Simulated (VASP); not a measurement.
Crystal: CsLi2.

```
CELL_PARAMETERS angstrom
3.96633 0.00000 0.00000
-1.98317 3.43495 0.00000
0.00000 0.00000 10.02838
ATOMIC_POSITIONS crystal
Cs 0.00000 0.00000 0.00000
Li 0.33333 0.66667 0.34863
Li 0.33333 0.66667 0.65137
```

The cell was built by a generator and needn't be a form met in nature.

```yaml
Program: VASP 6.6.1
Task: relaxation of cell and atoms
Functional: BLYP
Potentials_or_basis: VASP PAW PBE potentials, release 64 (Cs_sv, Li_sv)
Cutoff: 600 eV
k_mesh: 8 × 8 × 3
Occupations: fermi-dirac, width 0.05 eV
Spin: no spin polarisation
```

At the start: pressure 0.3 GPa; volume 45.54 Å³/atom.

Question: Where does the relaxation end?

Answer: Over 6 steps the energy falls by 8.1 meV/atom and the volume is 51.79 Å³/atom (+13.7 %); space group P-6m2 (No. 187, to 0.05 Å).

Step by step:
```tsv
step	energy change (eV)	largest force (eV/Å)	pressure (GPa)	volume (Å³)
1	0.0000	0.0068	0.34	136.63
2	-0.0050	0.0059	0.29	138.54
3	-0.0161	0.0046	0.17	144.36
4	-0.0242	0.0052	-0.03	156.40
5	-0.0242	0.0052	-0.02	155.70
6	-0.0243	0.0039	-0.01	155.38
```

Final structure:
```cif
data_structure
_symmetry_space_group_name_H-M 'P 1'
_symmetry_Int_Tables_number 1
_cell_length_a 4.2159
_cell_length_b 4.2159
_cell_length_c 10.0950
_cell_angle_alpha 90.000
_cell_angle_beta 90.000
_cell_angle_gamma 120.003
_cell_volume 155.38
loop_
_atom_site_label
_atom_site_type_symbol
_atom_site_fract_x
_atom_site_fract_y
_atom_site_fract_z
_atom_site_occupancy
Cs1 Cs 0.00000 0.00000 0.00000 1
Li1 Li 0.33333 0.66667 0.34901 1
Li2 Li 0.33333 0.66667 0.65099 1
```

Caveat: the cutoff is under 1.25 times the usual one of these potentials, so pressure, stress and relaxed cells hold a basis-set (Pulay) error; the PAW data sets were made with another functional, which shifts forces and pressure a little.
